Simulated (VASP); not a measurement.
# Driving VASP from ASE on BN

Do ASE scripts that read BN from different structure formats give one answer, and do several routes find one equilibrium volume? All runs use LDA. Left out of this account: 1 further run (fields: a reference on another mesh). The start is a cell from a database of measured crystal structures.

Main program and level: VASP 6.6.1; LDA; plane waves and PAW (B, N).

Report form: the programs' logs are mostly left out.

The database entry behind the starting cell has ideal inner coordinates that were not refined, so it need not match the best structure at ambient conditions.

## (1) The starting structure

The structure is hexagonal, space group P6_3mc (No. 186). The conventional cell has a = 2.536 Å, b = 2.536 Å, c = 4.199 Å, α = 90.00°, β = 90.00°, γ = 120.00°. Nearest to B lie 4 N at 1.56 to 1.57 Å. Nearest to N lie 4 B at 1.56 to 1.57 Å. Farther neighbours and most contacts between anions are not listed.

As a file:

```xyz
4
Lattice="2.5360 0.0000 0.0000 -1.2680 2.1962 0.0000 0.0000 0.0000 4.1990" Properties=species:S:1:pos:R:3 pbc="T T T"
B     1.2680    0.7321    0.0000
B     0.0000    1.4642    2.0995
N     1.2680    0.7321    1.5746
N     0.0000    1.4642    3.6741
```

## (2) Total energy, forces and stress (LDA, through ASE)

A single point through ASE, with the structure read from an extended xyz file.

Contents of run.py:

```python
import numpy as np
from ase.calculators.vasp import Vasp
from ase.io import read
from ase.dft.bandgap import bandgap

atoms = read('BN.xyz')

calc = Vasp(
    xc='lda',
    pp='LDA',
    prec='Accurate',
    encut=520,
    ediff=1e-06,
    nelm=100,
    ismear=-1,
    sigma=0.05,
    lreal=False,
    algo='Normal',
    nbands=14,
    lorbit=11,
    lwave=False,
    lcharg=False,
    kpar=4,
    isif=2,
    pp_version='64',
    setups={'B': '', 'N': ''},
    kpts=(11, 11, 6),
    gamma=True,
    txt='vasp.out',
)
atoms.calc = calc

print("energy (eV):", round(atoms.get_potential_energy(), 6))
print("Fermi level (eV):", round(calc.get_fermi_level(), 4))
print("forces (eV/A):")
print(np.round(atoms.get_forces(), 4))
print("stress (GPa, Voigt, tension positive):", np.round(atoms.get_stress() * 160.21766, 3))
gap, p1, p2 = bandgap(calc, direct=False)
print("gap on the mesh (eV):", round(gap, 4))
```

Contents of BN.xyz:

```xyz
4
Lattice="2.5360000000 0.0000000000 0.0000000000 -1.2680000000 2.1962404240 0.0000000000 0.0000000000 0.0000000000 4.1990000000" Properties=species:S:1:pos:R:3 pbc="T T T"
B      1.2680000001      0.7320801413      0.0000000000
B     -0.0000000001      1.4641602827      2.0995000000
N      1.2680000001      0.7320801413      1.5746250000
N     -0.0000000001      1.4641602827      3.6741250000
```

The projector-augmented-wave data sets are B and N (LDA family, release 64).

Launch:

```bash
$ export ASE_VASP_COMMAND="mpirun -np 4 vasp_std"
$ python run.py
```

The job ended after 5.4 s (4 MPI ranks of Intel Xeon Platinum 8259CL at 2.50GHz (Skylake/Cascade Lake), shared host; peak memory 0.5 GiB; 16 s of CPU time).

The gap is read on the k-mesh alone, so it is an upper bound where the band edges lie off the mesh. At this level the cell is under a tension of 5.2 GPa, so at these settings it is away from equilibrium.

Numbers from this step:

```yaml
scf_cycles: 12
electrons: 16
bands: 14
irreducible_k_points: 64
symmetry_operations: 12
free_energy_toten: -38.75 eV
fermi_energy: 8.622 eV
pressure: -5.245 GPa
metallic: no
valence_top_at_k: 0, 0, 0
conduction_bottom_at_k: 0.3636, 0.2727, 0
least_direct_gap_at_k: 0.09091, 0, 0
gap_on_the_k_mesh: 5.141 eV
least_direct_gap_on_the_k_mesh: 8.221 eV
```

Force by atom:

| atom | x (eV/Å) | y (eV/Å) | z (eV/Å) | size |
| --- | --- | --- | --- | --- |
| B1 | 0.0000 | 0.0000 | 0.0504 | 0.0504 |
| B2 | 0.0000 | 0.0000 | 0.0504 | 0.0504 |
| N3 | 0.0000 | 0.0000 | -0.0504 | 0.0504 |
| N4 | 0.0000 | 0.0000 | -0.0504 | 0.0504 |

The pressure is -5.25 GPa and the largest force 0.050 eV/Å, so the cell is not at a minimum at these settings.

## (3) A single point (LDA, through ASE)

The single point through ASE, with the structure read from a CIF with its space group. The mesh changes to 12×12×6, so this is no clean test of the format.

run.py, as its differences from that of step 2:

```diff
@@ -5,3 +5,3 @@
 
-atoms = read('BN.xyz')
+atoms = read('BN.cif')
 
@@ -26,3 +26,3 @@
     setups={'B': '', 'N': ''},
-    kpts=(11, 11, 6),
+    kpts=(12, 12, 6),
     gamma=True,
```

Contents of BN.cif:

```cif
data_BN
_cell_length_a 2.53600000
_cell_length_b 2.53600000
_cell_length_c 4.19900000
_cell_angle_alpha 90.00000000
_cell_angle_beta 90.00000000
_cell_angle_gamma 120.00000000
_space_group_name_H-M_alt 'P6_3mc'
_space_group_name_Hall 'P 6c -2c'
_space_group_IT_number 186
loop_
_space_group_symop_operation_xyz
'x,y,z'
'x-y,x,z+1/2'
'-y,x-y,z'
'-x,-y,z+1/2'
'-x+y,-x,z'
'y,-x+y,z+1/2'
'y,x,z+1/2'
'x,x-y,z'
'x-y,-y,z+1/2'
'-y,-x,z'
'-x,-x+y,z+1/2'
'-x+y,y,z'
loop_
_atom_site_label
_atom_site_type_symbol
_atom_site_symmetry_multiplicity
_atom_site_Wyckoff_symbol
_atom_site_fract_x
_atom_site_fract_y
_atom_site_fract_z
_atom_site_occupancy
B1 B 2 b 0.6666666667 0.3333333333 0.0000000000 1
N1 N 2 b 0.6666666667 0.3333333333 0.3750000000 1
```

The job ended after 6 s (4 MPI ranks; peak memory 0.5 GiB; 18 s of CPU time).

This step gave:

- irreducible k-points: 76
- Fermi energy: 8.687 eV
- conduction bottom at k: 0.3333, 0.3333, 0
- least direct gap at k: 0.08333, 0, 0
- gap on the k-mesh: 4.967 eV
- least direct gap on the k-mesh: 8.223 eV

Force by atom:

| atom | x (eV/Å) | y (eV/Å) | z (eV/Å) | size |
| --- | --- | --- | --- | --- |
| B1 | 0.0000 | 0.0000 | 0.0504 | 0.0504 |
| B2 | 0.0000 | 0.0000 | 0.0504 | 0.0504 |
| N3 | 0.0000 | 0.0000 | -0.0504 | 0.0504 |
| N4 | 0.0000 | 0.0000 | -0.0504 | 0.0504 |

The energy lies -0.01 meV an atom from the first script, on another mesh.

## (4) Full relaxation (LDA, through ASE)

The start need not lie at this functional's minimum. ISIF = 3 frees volume, shape and positions, and EDIFFG sets the threshold on forces and stress at which the search stops.

Contents of run.py:

```python
import numpy as np
from ase.calculators.vasp import Vasp
from ase import Atoms

atoms = Atoms(['B', 'B', 'N', 'N'],
              cell=[[2.536, 0.0, 0.0], [-1.268, 2.19624042, 0.0], [0.0, 0.0, 4.199]],
              scaled_positions=[[0.66666667, 0.33333333, 0.0], [0.33333333, 0.66666667, 0.5], [0.66666667, 0.33333333, 0.375], [0.33333333, 0.66666667, 0.875]],
              pbc=True)

calc = Vasp(
    xc='lda',
    pp='LDA',
    prec='Accurate',
    encut=520,
    ediff=1e-06,
    nelm=100,
    ismear=-1,
    sigma=0.05,
    lreal=False,
    algo='Normal',
    nbands=14,
    lorbit=11,
    lwave=False,
    lcharg=False,
    kpar=4,
    ibrion=2,
    nsw=60,
    isif=3,
    ediffg=-0.01,
    pp_version='64',
    setups={'B': '', 'N': ''},
    kpts=(11, 11, 6),
    gamma=True,
    txt='vasp.out',
)
atoms.calc = calc

print("energy (eV):", round(atoms.get_potential_energy(), 6))
print("Fermi level (eV):", round(calc.get_fermi_level(), 4))
print("forces (eV/A):")
print(np.round(atoms.get_forces(), 4))
print("stress (GPa, Voigt, tension positive):", np.round(atoms.get_stress() * 160.21766, 3))
print("cell (A, degrees):", np.round(atoms.cell.cellpar(), 4))
print("volume (A^3):", round(atoms.get_volume(), 4))
print("positions:")
print(np.round(atoms.get_scaled_positions(), 5))
```

The job ended after 9 s (4 MPI ranks; peak memory 0.5 GiB; 30 s of CPU time).

The run keeps the 12 symmetry operations of its start, so it cannot find a distortion of lower symmetry.

The steps of the relaxation:

| step | energy less that of the first step (eV) | largest force (eV/Å) | pressure (GPa) | volume (Å³) |
| --- | --- | --- | --- | --- |
| 1 | 0.0000 | 0.0504 | -5.25 | 23.39 |
| 2 | 0.0009 | 0.0502 | 5.98 | 22.75 |
| 3 | -0.0053 | 0.0049 | -0.02 | 23.08 |

| conventional cell, symmetrised | before | after | change |
| --- | --- | --- | --- |
| a (Å) | 2.536 | 2.525 | -0.4 % |
| b (Å) | 2.536 | 2.525 | -0.4 % |
| c (Å) | 4.199 | 4.178 | -0.5 % |
| volume (Å³/atom) | 5.85 | 5.77 | -1.3 % |

The relaxed structure:

```cif
data_structure
_symmetry_space_group_name_H-M 'P 1'
_symmetry_Int_Tables_number 1
_cell_length_a 2.5253
_cell_length_b 2.5253
_cell_length_c 4.1784
_cell_angle_alpha 90.000
_cell_angle_beta 90.000
_cell_angle_gamma 120.000
_cell_volume 23.08
loop_
_atom_site_label
_atom_site_type_symbol
_atom_site_fract_x
_atom_site_fract_y
_atom_site_fract_z
_atom_site_occupancy
B1 B 0.66667 0.33333 0.00028 1
B2 B 0.33333 0.66667 0.50028 1
N3 N 0.66667 0.33333 0.37472 1
N4 N 0.33333 0.66667 0.87472 1
```

This step gave:

* irreducible k-points: 64
* free energy (TOTEN): -38.76 eV
* Fermi energy: 8.848 eV
* pressure: -0.01624 GPa
* conduction bottom at k: 0.3636, 0.2727, 0
* least direct gap at k: 0.09091, 0, 0
* SCF cycles over all ionic steps: 24
* gap on the k-mesh: 5.088 eV
* least direct gap on the k-mesh: 8.265 eV

It ends with a largest force of 0.005 eV/Å and a pressure of -0.02 GPa.

## (5) Energy against volume, from ASE (LDA)

An ASE loop scales the volume and fits the energies, which gives the bulk modulus from energies alone.

Contents of run.py:

```python
import numpy as np
from ase.calculators.vasp import Vasp
from ase.io import read
from ase.eos import EquationOfState
from ase.units import GPa

atoms = read('BN.cif')

calc = Vasp(
    xc='lda',
    pp='LDA',
    prec='Accurate',
    encut=520,
    ediff=1e-06,
    nelm=100,
    ismear=-1,
    sigma=0.05,
    lreal=False,
    algo='Normal',
    nbands=14,
    lorbit=11,
    lwave=False,
    lcharg=False,
    kpar=4,
    isif=2,
    pp_version='64',
    setups={'B': '', 'N': ''},
    kpts=(11, 11, 6),
    gamma=True,
    txt='vasp.out',
)
atoms.calc = calc

cell, volumes, energies = atoms.get_cell(), [], []
for x in [0.94, 0.96, 0.98, 1.0, 1.02, 1.04, 1.06]:
    atoms.set_cell(cell * x ** (1 / 3), scale_atoms=True)
    volumes.append(atoms.get_volume())
    energies.append(atoms.get_potential_energy())
    print(f"{x:.2f}  V = {volumes[-1]:.4f} A^3  E = {energies[-1]:.6f} eV")
v0, e0, b0 = EquationOfState(volumes, energies, eos="birchmurnaghan").fit()
print(f"V0 = {v0:.4f} A^3  E0 = {e0:.6f} eV  B0 = {b0 / GPa:.2f} GPa")
```

Contents of BN.cif:

```cif
data_BN
_cell_length_a 2.53600000
_cell_length_b 2.53600000
_cell_length_c 4.19900000
_cell_angle_alpha 90.00000000
_cell_angle_beta 90.00000000
_cell_angle_gamma 120.00000000
_space_group_name_H-M_alt 'P1'
_space_group_name_Hall 'P 1'
_space_group_IT_number 1
loop_
_space_group_symop_operation_xyz
'x,y,z'
loop_
_atom_site_label
_atom_site_type_symbol
_atom_site_symmetry_multiplicity
_atom_site_Wyckoff_symbol
_atom_site_fract_x
_atom_site_fract_y
_atom_site_fract_z
_atom_site_occupancy
B1 B 1 a 0.6666666667 0.3333333333 0.0000000000 1
B2 B 1 a 0.3333333333 0.6666666667 0.5000000000 1
N1 N 1 a 0.6666666667 0.3333333333 0.3750000000 1
N2 N 1 a 0.3333333333 0.6666666667 0.8750000000 1
```

It took 30 s on 4 MPI ranks; peak memory 0.5 GiB.

Numbers from this step:

```
bulk modulus                  : 402.1 GPa
equilibrium volume of the fit : 5.773 Å³/atom
```

The fitted volume lies +0.07 % from the relaxed one.

## (6) BFGS in ASE (LDA)

Here ASE drives the relaxation and calls VASP for forces and stress at each step.

Contents of run.py:

```python
import numpy as np
from ase.calculators.vasp import Vasp
from ase import Atoms
from ase.optimize import BFGS
from ase.filters import FrechetCellFilter

atoms = Atoms(['B', 'B', 'N', 'N'],
              cell=[[2.536, 0.0, 0.0], [-1.268, 2.19624042, 0.0], [0.0, 0.0, 4.199]],
              scaled_positions=[[0.66666667, 0.33333333, 0.0], [0.33333333, 0.66666667, 0.5], [0.66666667, 0.33333333, 0.375], [0.33333333, 0.66666667, 0.875]],
              pbc=True)

calc = Vasp(
    xc='lda',
    pp='LDA',
    prec='Accurate',
    encut=520,
    ediff=1e-06,
    nelm=100,
    ismear=-1,
    sigma=0.05,
    lreal=False,
    algo='Normal',
    nbands=14,
    lorbit=11,
    lwave=False,
    lcharg=False,
    kpar=4,
    isif=2,
    pp_version='64',
    setups={'B': '', 'N': ''},
    kpts=(11, 11, 6),
    gamma=True,
    txt='vasp.out',
)
atoms.calc = calc

BFGS(FrechetCellFilter(atoms)).run(fmax=0.02, steps=30)
print("cell (A, degrees):", np.round(atoms.cell.cellpar(), 4))
print("volume (A^3):", round(atoms.get_volume(), 4))
print("energy (eV):", round(atoms.get_potential_energy(), 6))
print("Fermi level (eV):", round(calc.get_fermi_level(), 4))
print("forces (eV/A):")
print(np.round(atoms.get_forces(), 4))
print("stress (GPa, Voigt, tension positive):", np.round(atoms.get_stress() * 160.21766, 3))
```

Wall time 24 s (4 MPI ranks); peak memory 0.48 GiB.

This step gave:

| Property | Result |
| --- | --- |
| optimizer steps | 4 |
| volume after bfgs | 5.769 Å³/atom |

## (7) A single point (LDA, through ASE), changed input

A single point gives energy, forces and stress at these settings. Some settings are moved from the usual, to see what they do.

run.py, as its differences from that of step 6:

```diff
@@ -3,4 +3,3 @@
 from ase import Atoms
-from ase.optimize import BFGS
-from ase.filters import FrechetCellFilter
+from ase.dft.bandgap import bandgap
 
@@ -18,4 +17,4 @@
     nelm=100,
-    ismear=-1,
-    sigma=0.05,
+    ismear=2,
+    sigma=0.2,
     lreal=False,
@@ -36,5 +35,2 @@
 
-BFGS(FrechetCellFilter(atoms)).run(fmax=0.02, steps=30)
-print("cell (A, degrees):", np.round(atoms.cell.cellpar(), 4))
-print("volume (A^3):", round(atoms.get_volume(), 4))
 print("energy (eV):", round(atoms.get_potential_energy(), 6))
@@ -44 +40,3 @@
 print("stress (GPa, Voigt, tension positive):", np.round(atoms.get_stress() * 160.21766, 3))
+gap, p1, p2 = bandgap(calc, direct=False)
+print("gap on the mesh (eV):", round(gap, 4))
```

It took 5.4 s on 4 MPI ranks; peak memory 0.49 GiB; 16 s of CPU time.

Methfessel-Paxton smearing is not meant for a cell with a gap.

Numbers from this step:

| Quantity | Value |
| --- | --- |
| free energy (TOTEN) | -38.75 eV |
| Fermi energy | 7.768 eV |
| pressure | -5.245 GPa |
| gap on the k-mesh | 5.141 eV |
| least direct gap on the k-mesh | 8.221 eV |

Force by atom:

| atom | x (eV/Å) | y (eV/Å) | z (eV/Å) | size |
| --- | --- | --- | --- | --- |
| B1 | 0.0000 | 0.0000 | 0.0502 | 0.0502 |
| B2 | 0.0000 | 0.0000 | 0.0502 | 0.0502 |
| N3 | 0.0000 | 0.0000 | -0.0502 | 0.0502 |
| N4 | 0.0000 | 0.0000 | -0.0502 | 0.0502 |

The pressure is -5.25 GPa and the largest force 0.050 eV/Å, so the cell is not at a minimum at these settings.

## (8) Side by side

```
                                                run  atoms     mesh  energy (eV/atom)  pressure (GPa)
      ASE, structure read from an extended xyz file      4  11×11×6          -9.68774          -5.245
ASE, structure read from a CIF with its space group      4  12×12×6          -9.68775          -5.245
```

## (9) Results

```yaml
energy_ase_structure_read_from_an_extended_xyz_file: -9.68774 eV/atom
energy_ase_structure_read_from_a_cif_with_its_space_group: -9.68775 eV/atom
volume_from_vasp_s_own_relaxation: 5.769 Å³/atom
volume_from_the_fit_of_the_ase_volume_loop: 5.773 Å³/atom
volume_from_bfgs_in_ase: 5.769 Å³/atom
```

**Reading.** With the structure read from a CIF with its space group, ASE's run reproduces the energy of the first script. The routes to the equilibrium volume agree within 0.07 %. VASP's relaxation keeps the plane waves of its start, while ASE starts VASP afresh at each cell, and a loop at fixed shape can't relax anything but the volume.

[Lines on the potential files, build, host, timing and source positions are cut from VASP's logs without a mark.]

[Logs are printed without paths, hosts, clocks, repeated set-up lines and the standing remarks that a program may print on its own settings, such as how far it seeks lower states.]

[Hosts, paths, dates, database ids (printed as entryN), source tags and the programs' standing remarks are cut or masked in the printed files.]

[A measured line is paired with the nearest computed mode of its activity, which favours agreement.]
